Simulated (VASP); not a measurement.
A run of VASP 6.6.1:

The input INCAR:

```
PREC = Accurate ; ENCUT = 600
EDIFF = 1E-7 ; ISMEAR = 0
SIGMA = 0.1 ; LREAL = F
LASPH = T ; NELM = 100
ALGO = Fast ; ISIF = 3
LWAVE = F ; LCHARG = F
GGA = PS ; IBRION = 2
NSW = 80 ; EDIFFG = -0.004
```

Contents of KPOINTS:

```
Automatic mesh
0
Gamma
  12 12 8
```

File POSCAR:

```
TePd
1.0
    4.1521000000      0.0000000000      0.0000000000
   -2.0760500000      3.5958240800      0.0000000000
    0.0000000000      0.0000000000      5.6719000000
Te Pd
2 2
Direct
    0.3333333300      0.6666666700      0.2500000000
    0.6666666700      0.3333333300      0.7500000000
    0.0000000000      0.0000000000      0.0000000000
    0.0000000000      0.0000000000      0.5000000000
```

Potentials or basis: VASP PAW PBE potentials, release 64 (Te, Pd).

Command:

```bash
$ cat potpaw_PBE.64/Te/POTCAR potpaw_PBE.64/Pd/POTCAR > POTCAR
$ mpirun -np 1 vasp_std > vasp.out
```

Hardware: 1 thread of Intel(R) Xeon(R) 6975P-C (Granite Rapids) (shared host).

**Question.** How long does it take, and how much memory?

**Answer.** It took 6.9 min on 1 thread of Intel(R) Xeon(R) 6975P-C (Granite Rapids) (shared host), peak memory 0.38 GiB. Counts: scf iterations 61, k points 95, ion steps 6.
